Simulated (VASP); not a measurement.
Data:

```
AlNi3
1.0
    3.59575     0.00000     0.00000
    0.00000     3.59575     0.00000
    0.00000     0.00000     3.59575
Al Ni
1 3
Direct
  0.00000   0.00000   0.00000
  0.00000   0.50000   0.50000
  0.50000   0.00000   0.50000
  0.50000   0.50000   0.00000
```
Starting moments (μB, in the order of the record's atoms Al Ni Ni Ni): 0.0 0.3 0.3 0.3.

Level of theory: r2SCAN meta-GGA, VASP's PBE PAW potentials (set 64) (plane waves; VASP 6.6.1). Run with 520 eV cut-off, 9×9×9 Γ-centred mesh, first-order Methfessel-Paxton smearing of 0.10 eV, potentials Al Ni.

Question: Give the stress tensor in GPa (positive for a compressed cell).

Answer: 
```
-10.22    0.00    0.00
  0.00  -10.22    0.00
  0.00    0.00  -10.22
```
The pressure is its mean diagonal, -10.22 GPa.

The compound is Ni3Al in the L1_2 structure. This cell is one point of a volume scan, at 1.06 of the reference volume.
